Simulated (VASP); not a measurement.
```yaml
crystal:
  lattice:
    - [1.24215, -2.15147, 0.00000]
    - [1.24215, 2.15147, 0.00000]
    - [0.00000, 0.00000, 4.11056]
  atoms:
    - { symbol: B, position: [0.66667, 0.33333, 0.50045] }
    - { symbol: B, position: [0.33333, 0.66667, 0.00045] }
    - { symbol: N, position: [0.66667, 0.33333, 0.87455] }
    - { symbol: N, position: [0.33333, 0.66667, 0.37455] }
```

These are PBEsol GGA, VASP's PBE PAW potentials (set 64) (plane waves; VASP 6.6.1) values and carry that method's errors. Numerical set-up: 620 eV cut-off, 10×10×6 Γ-centred mesh, Gaussian smearing of 0.050 eV, potentials B N.

What does the run give for the energy per atom (σ→0), pressure?

* **energy per atom (σ→0)**: -9.123 eV/atom
* **pressure**: 29.94 GPa

The compound is BN in the wurtzite structure, a metastable high-pressure form. It was relaxed first under an external pressure of 30 GPa.
